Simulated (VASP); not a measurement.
An input for Quantum ESPRESSO's pw.x (written as the equivalent of a VASP run, and not itself run):

```
&CONTROL
  calculation = 'vc-relax'
  pseudo_dir = './pseudo'
  outdir = './out'
  tprnfor = .true.
  tstress = .true.
  nstep = 60
  forc_conv_thr = 0.00078
/
&SYSTEM
  ibrav = 0
  nat = 8
  ntyp = 3
  ecutwfc = 86
  occupations = 'smearing'
  smearing = 'methfessel-paxton'
  degauss = 0.00735
  input_dft = 'pbesol'
/
&ELECTRONS
  conv_thr = 7.3e-08
  electron_maxstep = 100
/
&IONS
/
&CELL
/
ATOMIC_SPECIES
  Zn 65.380 Zn.upf
  Se 78.971 Se.upf
  Hg 200.592 Hg.upf
CELL_PARAMETERS angstrom
     0.0000000    2.9483554    2.9483554
     2.9483554    0.0000000    2.9483554
    11.8107517   11.8107517   -0.0173300
ATOMIC_POSITIONS crystal
  Zn   0.9849529  0.9849529  0.0112853
  Zn   0.0112333  0.0112333  0.2415750
  Se   0.2497841  0.2497841  0.0626619
  Se   0.2755371  0.2755371  0.2933472
  Se   0.2467118  0.2467118  0.5649661
  Se   0.2223121  0.2223121  0.8332659
  Hg   0.0180486  0.0180486  0.4864635
  Hg   0.9914200  0.9914200  0.7564350
K_POINTS automatic
  8 8 2 0 0 0
```

Translate this input to VASP (INCAR, KPOINTS, POSCAR, choice of POTCAR).

Several could match; the one computed here: 
### INCAR
```
SYSTEM = Hg2Zn2Se4
PREC = Accurate
ENCUT = 400
EDIFF = 1E-6
NELM = 100
ALGO = Normal
LREAL = .FALSE.
LASPH = .TRUE.
ISMEAR = 1
SIGMA = 0.1
GGA = PS
LMAXMIX = 6
LWAVE = .FALSE.
LCHARG = .FALSE.
IBRION = 2
ISIF = 3
NSW = 60
EDIFFG = -0.02
```

### POSCAR
```
Hg2Zn2Se4
1.0
  0.0000000000   2.9483554395   2.9483554395
  2.9483554395   0.0000000000   2.9483554395
 11.8107517445  11.8107517445  -0.0173299867
Zn Se Hg
2 4 2
Cart
  3.0372795722   3.0372795722   5.8077867460
  2.8863022690   2.8863022690   0.0620531710
  1.4765367272   1.4765367272   1.4718187126
  4.2770318027   4.2770318027   1.6196790768
  7.4000689241   7.4000689241   1.4449973949
 10.4969519741  10.4969519741   1.2964697828
  5.7987138010   5.7987138010   0.0979970779
 11.8571244180  11.8571244180   5.8330082188
```

### KPOINTS
```
Regular mesh
0
gamma
8 8 2
```

POTCAR, in this order: Zn Se Hg (PBE.64 set). Program: vasp_std.

The two are equivalent in intent, not identical: the potentials are each code's own (VASP's PAW set, PseudoDojo norm-conserving files in pw.x), so ENCUT and ecutwfc are chosen apart and not converted; conv_thr bounds pw.x's estimated SCF error, while EDIFF bounds the energy change between steps; forc_conv_thr acts on force components and is met together with etot_conv_thr.

The structure was generated: Hg2Zn2Se4 was put into an ordered model structure (R3m), which need not be its known phase. This run relaxes it. Symmetry was kept, so distortions that lower it aren't found. The start is the result of an earlier pass.
